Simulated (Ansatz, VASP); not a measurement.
# C (Diamond) in two plane-wave programs, part 3 of 3

One calculation is typed for both programs; each brings its own data sets. How far apart do they land? The cell is taken from a series of runs on this material, whose earlier steps may have relaxed, scaled, displaced or heated it; both programs get it as it stands.

VASP 6.6.1 and Ansatz 0.2.0.

So far: The starting structure; VASP: zone-centre phonons, LDA, pair 1; Ansatz: zone-centre phonons, LDA, pair 1; Differences; Ansatz: zone-centre phonons, LDA, pair 2; VASP: zone-centre phonons, LDA, pair 2.

## (8) VASP: zone-centre phonons, LDA, pair 3

Level of this step: LDA; plane waves and PAW (C) (VASP).

Second derivatives magnify differences that forces hide, and they need a tight electronic threshold. The cell compared in this pair holds 10.93 Å³, against 10.85 Å³ for the pair before.

The input, INCAR:

```
SYSTEM = C
PREC = Accurate
ENCUT = 600
EDIFF = 1E-08
NELM = 120
ISMEAR = 0
SIGMA = 0.01
LREAL = .FALSE.
ALGO = Normal
GGA = CA
NBANDS = 10
LORBIT = 11
LWAVE = .FALSE.
LCHARG = .FALSE.
ISIF = 2
IBRION = 8
LEPSILON = .TRUE.
LASPH = .TRUE.
GGA_COMPAT = .FALSE.
EFERMI = MIDGAP
KPAR = 2
```

The input, POSCAR:

```
C
1.0
    0.0000000000      1.7679172434      1.7480759526
    1.7679172434      0.0000000000      1.7480759526
    1.7679172434      1.7679172434      0.0000000000
C
2
Direct
    0.5000000000      0.5000000000      0.5000000000
    0.7500000000      0.7500000000      0.7500000000
```

The input, KPOINTS:

```
Automatic mesh
0
Gamma
12 12 12
0 0 0
```

The projector-augmented-wave data sets are C (LDA family, release 64).

Launch:

```console
$ mpirun -np 2 vasp_std
```

Numbers of over 12 decimals in the logs are rounded to 6 here.

The program printed:

```text
[... set-up lines as in an earlier step ...]
 entering main loop
       N       E                     dE             d eps       ncg     rms          rms(c)
DAV:   1     0.126880958324E+00    0.12688E+00   -0.52821E+03  3408   0.864E+02
DAV:   2    -0.207413186748E+02   -0.20868E+02   -0.19984E+02  4318   0.137E+02
DAV:   3    -0.211312253508E+02   -0.38991E+00   -0.38891E+00  3844   0.150E+01
DAV:   4    -0.211320649198E+02   -0.83957E-03   -0.83953E-03  3564   0.818E-01
[...]
DAV:  11    -0.202473884101E+02    0.62002E-07   -0.58225E-08  3678   0.200E-03    0.720E-04
DAV:  12    -0.202473883996E+02    0.10545E-07   -0.12549E-09  2002   0.355E-04    0.154E-04
DAV:  13    -0.202473883975E+02    0.20489E-08   -0.76414E-11  1742   0.938E-05
   1 F= -.20247388E+02 E0= -.20247388E+02  d E =0.000000E+00
 Linear response reoptimize wavefunctions to high precision
DAV:   1    -0.202473883971E+02    0.43866E-09   -0.27758E-12  1902   0.185E-05
DAV:   2    -0.202473883971E+02    0.27853E-11   -0.37800E-13  1720   0.470E-06
 Linear response G [H, r] |phi>, progress :
  Direction:   1
[...]
RMM:   8    -0.111703945899E+00   -0.16889E-08   -0.30552E-08 16066   0.702E-05    0.105E-05
 first order change of Fermi-energy   0.64934E-06
 force on displaced ion       1 direction 1 : -39.341   0.000   0.000
 Born effective charge ion    1 direction 1 :   0.000   0.000   0.000
 Linear response progress:
  Degree of freedom:   2/  2
       N       E                     dE             d eps       ncg     rms          rms(c)
RMM:   1    -0.119768014355E+00   -0.11977E+00   -0.19278E-02 13290   0.207E+00
RMM:   2    -0.110781423573E+00    0.89866E-02   -0.22331E-03  8555   0.390E-01    0.190E-01
RMM:   3    -0.110942836897E+00   -0.16141E-03   -0.20372E-04  8372   0.113E-01    0.104E-01
RMM:   4    -0.111751618785E+00   -0.80878E-03   -0.23345E-04  8318   0.117E-01    0.134E-02
[...]
RMM:   8    -0.111709324671E+00    0.41820E-07   -0.24210E-09  9325   0.705E-05    0.101E-05
RMM:   9    -0.111709198883E+00    0.12579E-06   -0.13694E-09  9696   0.455E-05    0.141E-06
RMM:  10    -0.111709200669E+00   -0.17867E-08   -0.92360E-10  7611   0.337E-05    0.419E-07
 first order change of Fermi-energy   0.40553E-03
 force on displaced ion       1 direction 3 :  -0.000  -0.000 -39.745
 Born effective charge ion    1 direction 3 :   0.000   0.000  -0.000
 Born effective charges drift removed
 Linear response finished
```

Parts of OUTCAR (step 8):

```text
  Total        0.0672007      0.0672007      0.7997447      0.0000000      0.0000000     -0.0000000
  in kB        9.8530422      9.8530422    117.2594330      0.0000000      0.0000000     -0.0000000
  external PRESSURE =      45.6551725 kB  Pullay stress =       0.0000000 kB

 POSITION                                       TOTAL-FORCE (eV/Angst)
 -----------------------------------------------------------------------------------
      1.76792      1.76792      1.74808        -0.000000     -0.000000      0.000000
      2.65188      2.65188      2.62211         0.000000      0.000000     -0.000000
 -----------------------------------------------------------------------------------
    total drift:                                0.000000     -0.000000      0.000000

 MACROSCOPIC STATIC DIELECTRIC TENSOR (including local field effects in DFT)
 ------------------------------------------------------
           5.793208     0.000000     0.000000
           0.000000     5.793208     0.000000
           0.000000     0.000000     5.672524
 ------------------------------------------------------

[... 2 parts as in an earlier step ...]

[... 1 further part left out ...]
```

## (9) Ansatz: zone-centre phonons, LDA, pair 3

The same cell, functional (in two slightly different forms) and mesh now go to Ansatz, which takes its cutoff from its data sets.

The cell is taken from a series of runs on this material, whose earlier steps may have relaxed, scaled, displaced or heated it; both programs get it as it stands.

The input, input.yaml:

```yaml
crystal:
  lattice:
    - [0.0, 1.7679172434, 1.7480759526]
    - [1.7679172434, 0.0, 1.7480759526]
    - [1.7679172434, 1.7679172434, 0.0]
  atoms:
    - { symbol: C, position: [0.5, 0.5, 0.5] }
    - { symbol: C, position: [0.75, 0.75, 0.75] }
kpoints:
  mp_grid: { grid: [12, 12, 12] }
hamiltonian:
  xc: lda
  pseudopotentials: { kind: paw, azcp: { folder: soft_1 }, xc_functional: pbe }
scf:
  occupations: { method: fixed }
output:
  eigenvalues: true
phonons:
  method: dfpt
  dielectric: true
  rigid_motions: translations
```

Launch:

```console
$ ansatz run input.yaml --threads 4 --pin off --max-ram 10240MiB --backend cpu --events-out ev --progress --plain --runs-dir out
```

The program printed:

```text
[...]
Crystal: 2 atoms, lattice volume = 10.927 Å³
Basis set: ecut = 420 eV, 181 PW (Γ), exchange–correlation on 40×40×40 points (8 copies of the dense FFT grid, shifted against one another)
Bands: 8, of which v1, the nominal top of the filled ones, is band 4 counted from 1 (3 counted from 0)
Symmetry: 16 space group operations
k-points: 868 of 1728 (irreducible under 1 space group operation, time reversal used)
[...]
optical modes at Γ + LO–TO along q̂ = [1.0000, 0.0000, 0.0000]:
      ω (cm⁻¹)  modes    IR ((D/Å)²/amu)
[...]
optical modes at Γ + LO–TO along q̂ = [0.0000, 1.0000, 0.0000]:
      ω (cm⁻¹)  modes    IR ((D/Å)²/amu)
       1330.22      2             0.0000
       1337.29      1             0.0000
  optical modes at Γ + LO–TO along q̂ = [0.0000, 0.0000, 1.0000]:
      ω (cm⁻¹)  modes    IR ((D/Å)²/amu)
       1330.22      2             0.0000
       1337.29      1             0.0000
[key lines of the parts left out:]
SCF converged after 8 iterations
Free energy (F): -485.986767 eV
Fermi energy:    13.893306 eV
```

## (10) Comparison

Compared:

```
                                    quantity  Ansatz    VASP  difference
                                       ε∞ xx    5.80    5.79     +0.03 %
                                       ε∞ yy    5.80    5.79     +0.03 %
                                       ε∞ zz    5.67    5.67     +0.03 %
Born charge of C1 (mean of the diagonal) (e)    0.00    0.00        0.00
                  optical mode 1 to 2 (cm⁻¹)  1330.2  1334.7     -0.33 %
                       optical mode 3 (cm⁻¹)  1337.3  1341.5     -0.31 %
```

Modes are paired by rising frequency, not by their patterns, so a pair may set unlike modes beside each other; they are those without the splitting of longitudinal modes.

## (11) Summary of results

| Quantity | Value |
| --- | --- |
| r.m.s. difference of the optical zone-centre modes, each program's sorted by frequency (zone-centre phonons, LDA, pair 1) | 4.2 cm⁻¹ |
| r.m.s. difference of the optical zone-centre modes, each program's sorted by frequency (zone-centre phonons, LDA, pair 2) | 4.3 cm⁻¹ |
| r.m.s. difference of the optical zone-centre modes, each program's sorted by frequency (zone-centre phonons, LDA, pair 3) | 4.4 cm⁻¹ |

The r.m.s. difference of the optical zone-centre modes, each program's sorted by frequency is 4.2 cm⁻¹ (zone-centre phonons, LDA, pair 1). How closely two codes agree says nothing of how well the functional describes the real material.

[Lines on the potential files, build, host, timing and source positions are cut from VASP's logs without a mark.]

[Logs are printed without paths, hosts, clocks, repeated set-up lines and the standing remarks that a program may print on its own settings, such as how far it seeks lower states.]

[Hosts, paths, dates, database ids (printed as entryN), source tags and the programs' standing remarks are cut or masked in the printed files.]
